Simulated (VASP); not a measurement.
Set up this calculation in VASP 6.6.1, as the native input.

```yaml
Task: single point
Functional: PBEsol
Potentials_or_basis: VASP PAW PBE potentials, release 64 (C, Pt)
Cutoff: 520 eV
k_mesh: 2 × 2 × 1
Occupations: gaussian, width 0.02 eV
Spin: no spin polarisation
Dipole_correction: no
Further_INCAR_settings: LREAL = Auto; ALGO = Fast; EDIFF = 1e-07; NBANDS = 56
```

The structure of PtC18 lies in POSCAR:

```
PtC18
1.0
    7.3980000000      0.0000000000      0.0000000000
   -3.6990000000      6.4068560000      0.0000000000
    0.0000000000      0.0000000000     12.0000000000
C Pt
18 1
Direct
    0.0012561907     -0.0035165454      0.0799099167
    0.2238762545      0.1081336930      0.0800213333
    0.0022611135      0.3276652386      0.0854544167
    0.2243831419      0.4415624450      0.0793566667
    0.0032733721      0.6670401208      0.0959216667
    0.2277154796      0.7776147927      0.0845657500
    0.3349571738     -0.0033240953      0.0808571667
    0.5577334185      0.1088193648      0.0823991667
    0.3345818634      0.3293459382      0.0784514167
    0.5570409720      0.4415526118      0.0807555833
    0.3353409337      0.6629273391      0.0795968333
    0.5574218676      0.7752162683      0.0789982500
    0.6680726272     -0.0034751835      0.0817196667
    0.8906157081      0.1087299293      0.0812290833
    0.6652622857      0.3277281400      0.0870741667
    0.8896127688      0.4390790116      0.0993822500
    0.6675112009      0.6630194279      0.0800420000
    0.8895271275      0.7775846687      0.0840238333
    0.9687342508      0.5732668254      0.2577402500
```

The cell was built by a generator and needn't be a form met in nature.

The input as run:

INCAR

```
  ALGO = Fast
  EDIFF = 1E-7
  ENCUT = 520
  GGA = PS
  ISIF = 2
  ISMEAR = 0
  LASPH = T
  LCHARG = T
  LELF = T
  LREAL = Auto
  LVHAR = T
  LWAVE = F
  NBANDS = 56
  NELM = 60
  PREC = Accurate
  SIGMA = 0.02
```

KPOINTS

```
k-points
0
Gamma
  2 2 1
```

Potentials or basis: VASP PAW PBE potentials, release 64 (C, Pt).

Launch:

```sh
$ cat potpaw_PBE.64/C/POTCAR potpaw_PBE.64/Pt/POTCAR > POTCAR
$ mpirun -np 1 vasp_std > vasp.out
```

It gave:

The largest force is 0.275 eV/Å. The band gap on the k mesh is 0.30 eV, direct.

Caveat: the k mesh is coarse (spacing up to 0.49 Å⁻¹), so the values aren't converged; the PAW data sets were made with another functional, which shifts forces and pressure a little; spin-orbit coupling is left out, which moves the levels of the heavy elements.

Wall time 8.8 min on 1 thread of Intel(R) Xeon(R) Platinum 8175M CPU @ 2.50GHz (Skylake/Cascade Lake) (shared host), peak memory 0.6 GiB.
